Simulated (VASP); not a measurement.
Here is the system:

```xyz
6
Lattice="4.3333 0.0000 0.0000 0.0000 4.3333 0.0000 0.0000 0.0000 2.7835" Properties=species:S:1:pos:R:3 pbc="T T T"
Mn     0.0000     0.0000     0.0000
Mn     2.1666     2.1666     1.3918
O      1.3077     1.3077     0.0000
O      3.4744     0.8589     1.3918
O      0.8589     3.4744     1.3918
O      3.0256     3.0256     0.0000
```

Level of theory: LDA (Ceperley-Alder, Perdew-Zunger) with spin-orbit coupling, VASP's LDA PAW potentials (set 64) (plane waves; VASP). Run with 520 eV cut-off, 7×7×10 Γ-centred mesh, Gaussian smearing of 0.050 eV, potentials Mn_pv O. Starting moments (MAGMOM): 0 0 2.1 0 0 -2.1 0 0 -0.0 0 0 0.0 0 0 0.0 0 0 -0.0.

### Question
Give the energies of bands 45 to 58 at the high-symmetry points, in eV from the Fermi level.

### Answer

```tsv
band	Γ	Y	C0	Z	A0	T	S	R
45	-1.38	-2.11	-2.11	-1.35	-1.35	-1.35	-1.38	-1.69
46	-1.38	-2.11	-2.11	-1.35	-1.35	-1.35	-1.38	-1.67
47	-1.34	-1.81	-1.81	-0.59	-0.69	-0.69	-0.90	-1.34
48	-1.34	-1.81	-1.81	-0.59	-0.69	-0.69	-0.90	-1.33
49	-0.56	-0.64	-0.64	0.26	-0.48	-0.48	-0.20	-1.23
50	-0.56	-0.64	-0.64	0.26	-0.48	-0.48	-0.20	-1.21
51	-0.53	-0.02	-0.02	0.91	0.61	0.61	0.36	0.79
52	-0.53	-0.02	-0.02	0.91	0.61	0.61	0.36	0.84
53	-0.02	0.48	0.48	0.97	0.94	0.94	0.85	1.26
54	-0.02	0.48	0.48	0.97	0.94	0.94	0.85	1.28
55	1.23	1.92	1.92	1.77	1.11	1.11	1.46	1.31
56	1.23	1.92	1.92	1.77	1.11	1.11	1.46	1.34
57	1.80	2.48	2.48	1.83	2.32	2.32	2.73	1.34
58	1.80	2.48	2.48	1.83	2.32	2.32	2.73	1.40
```

It has no gap at this level: it comes out as a metal or semimetal.

The compound is MnO2 in the rutile structure. It was relaxed first, which changed the volume by -6 %.
